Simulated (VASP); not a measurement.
C:

```
CELL_PARAMETERS angstrom
2.46100 0.00000 0.00000
-1.23050 2.13129 0.00000
0.00000 0.00000 6.70800
ATOMIC_POSITIONS crystal
C 0.00000 0.00000 0.25000
C 0.33333 0.66667 0.25000
C 0.00000 0.00000 0.75000
C 0.66667 0.33333 0.75000
```

The cell was built by a generator and needn't be a form met in nature.

Base run:

- Program: VASP 6.6.1
- Functional: optB88-vdW
- Potentials or basis: VASP PAW PBE potentials, release 64 (C)
- Cutoff: 520 eV
- k mesh: 16 × 16 × 4
- Occupations: fermi-dirac, width 0.05 eV
- Spin: no spin polarisation

Its results: band gap on the k mesh 0.54 eV, direct; pressure 1.7 GPa.

Q: The run is repeated on the same cell with these changes: functional from optB88-vdW to PBEsol. What comes out?

A: Band gap on the k mesh 0.55 eV, direct; pressure 0.3 GPa.

Caveats: the PAW data sets were made with another functional, which shifts forces and pressure a little; this functional lacks dispersion, which binds the layers, so the pressure and a relaxed spacing across them are unreliable (some runs).

A k mesh can miss the band edges.

Not every run made on this cell is shown here.
